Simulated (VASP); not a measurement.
```
CdZnS2
1.0
    3.88929     0.00000     0.00000
   -1.94464     3.36822     0.00000
    0.00000     0.00000     6.45224
Zn Cd S
1 1 2
Cartesian
  3.88929   0.00000   6.44364
  0.00000   2.24548   3.27507
  0.00000   2.24548   5.75843
  1.94464   3.36822   2.27937
```

Computed with LDA (Ceperley-Alder, Perdew-Zunger), VASP's LDA PAW potentials (set 64) (plane waves; VASP). Settings: 400 eV cut-off, Gaussian smearing of 0.050 eV, potentials Zn Cd S.

Estimate the band gap (along the path) with the smallest direct gap where there is one.

```yaml
band gap (along the path): 1.32 eV
smallest direct gap (along the path): 1.32 eV
```

Total energies compare only between runs with the same potentials, cut-off and functional.

The structure comes from a computed database's ZnCdS2 entry (P3m1); how it stands against other phases isn't given here. It was relaxed first, which changed the volume by -8 %.
